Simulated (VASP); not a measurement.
Bi, 2 atoms in the cell. It takes space group R-3m (No. 166, trigonal). Conventional cell: a = 4.525 Å, b = 4.525 Å, c = 11.641 Å, α = 90.00°, β = 90.00°, γ = 120.00°. Bi (site symmetry 3m) has 6 Bi at 3.08 to 3.45 Å as nearest neighbours. 

- Program: VASP 6.6.1
- Task: single point
- Functional: r2SCAN
- Potentials or basis: VASP PAW PBE potentials, release 64 (Bi_d)
- Cutoff: 520 eV
- k mesh: 12 × 12 × 12
- Occupations: gaussian, width 0.1 eV
- Spin: no spin polarisation
- Further INCAR settings: ALGO = Normal; EDIFF = 1e-06; NBANDS = 22

Potentials or basis: VASP PAW PBE potentials, release 64 (Bi_d).

Command:

```bash
$ cat potpaw_PBE.64/Bi_d/POTCAR > POTCAR
$ mpirun -np 1 vasp_std > vasp.out
```

Hardware: 1 thread of Intel(R) Xeon(R) 6975P-C (Granite Rapids), on a shared host.

Task: How long does it take, and how much memory?

Result: It took 7.9 min on 1 thread of Intel(R) Xeon(R) 6975P-C (Granite Rapids), on a shared host, peak memory 0.37 GiB. Counts: scf iterations 19, k points 189.
